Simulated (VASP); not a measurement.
Consider the following.

```
CELL_PARAMETERS angstrom
      0.00000     2.46961     2.46961
      2.46961     0.00000     2.46961
      2.46961     2.46961     0.00000
ATOMIC_POSITIONS crystal
  Pb 0.00000 0.00000 0.00000
```

All values below come from AM05 GGA, VASP's PBE PAW potentials (set 64) (plane waves; VASP 6.6.1). Numerical set-up: 520 eV cut-off, 14×14×14 Γ-centred mesh, tetrahedra with Blöchl corrections, potentials Pb_d.

Unless said otherwise, spin-orbit coupling is left out, though it shifts the bands of the heavy elements here.

**Question.** Predict the energy per atom (σ→0), band gap (on the k-mesh) with the smallest direct gap where there is one.

**Answer.** 
```yaml
band gap (on the k-mesh): none (metal, semimetal or under 0.01 eV)
energy per atom (σ→0): -3.695 eV/atom
```

Total energies compare only between runs with the same potentials, cut-off and functional.

The compound is Pb in the fcc structure. It was relaxed first.
